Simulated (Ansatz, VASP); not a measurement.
Two plane-wave programs on Ta3PbO

INCAR

```
SYSTEM = Ta3PbO
ALGO = Normal
EDIFF = 1E-7
EDIFFG = -0.04
ENCUT = 600
GGA = PE
IBRION = 2
ISIF = 3
ISMEAR = 0
LASPH = .True.
LCHARG = .False.
LREAL = .False.
LWAVE = .False.
NELM = 60
NSW = 90
PREC = Accurate
SIGMA = 0.1
```

The input KPOINTS:

```
k-points
0
Gamma
  4 4 4
  0 0 0
```

Contents of POSCAR:

```
Ta3PbO
1.0
    4.5799453600      0.0000000000      0.0000000000
    0.0000000000      4.5799453600      0.0000000000
    0.0000000000      0.0000000000      4.5799453600
Ta Pb O
3 1 1
Direct
    0.5000000000      0.0000000000      0.0000000000
    0.0000000000      0.5000000000      0.0000000000
    0.0000000000      0.0000000000      0.5000000000
    0.5000000000      0.5000000000      0.5000000000
    0.0000000000      0.0000000000      0.0000000000
```

Input for Ansatz:

```yaml
crystal:
  lattice:
    - [4.57994536, 0.0, 0.0]
    - [0.0, 4.57994536, 0.0]
    - [0.0, 0.0, 4.57994536]
  atoms:
    - { symbol: Ta, position: [0.5, 0.0, 0.0] }
    - { symbol: Ta, position: [0.0, 0.5, 0.0] }
    - { symbol: Ta, position: [0.0, 0.0, 0.5] }
    - { symbol: Pb, position: [0.5, 0.5, 0.5] }
    - { symbol: O, position: [0.0, 0.0, 0.0] }
basis:
  ecutwfc: 420
kpoints:
  mp_grid: { grid: [4, 4, 4] }
hamiltonian:
  xc: pbe
scf:
  occupations: { method: gaussian, width: 0.1 }
  lower_state_search: "off"
output:
  forces: true
  stress: true
  eigenvalues: true
relax:
  adjacent_minimum: "off"
  f_tol: 0.04
  max_steps: 70
  cell: { stress_tol: 0.4 }
```

Alike in both runs: task relaxation of cell and atoms; functional PBE; k mesh 4 × 4 × 4; occupations gaussian, width 0.1 eV; no spin polarisation.

|  | VASP | Ansatz |
| --- | --- | --- |
| version | VASP 6.6.1 | Ansatz 0.2.0 |
| potentials or method | VASP PAW PBE potentials, release 64 (Ta_pv, Pb_d, O) | scalar-relativistic, plane waves, PAW |
| plane-wave cutoff (eV) | 600 | 420 |
| valence electrons in the cell | 53 | 59 |

```csv
,VASP,Ansatz,Ansatz less VASP
"gap on the k mesh at the Fermi level, each at its own relaxed structure (eV)",none,none,-
relaxed volume (Å³/atom),16.48,16.44,-0.040
relaxed cell length with the largest relative difference (Å),4.351,4.348,-0.0035
energy change over the relaxation (meV/atom),-202,-205,-2.4
```

A gap of «none» marks a metal or a gap that the smearing closes. The two sets of potentials don't hold the same shells in valence.

Caveats: an odd number of electrons without spin polarisation forces a metal; a magnetic or distorted state may lie lower. Spin-orbit coupling is left out, which matters for the levels of Pb, Ta.
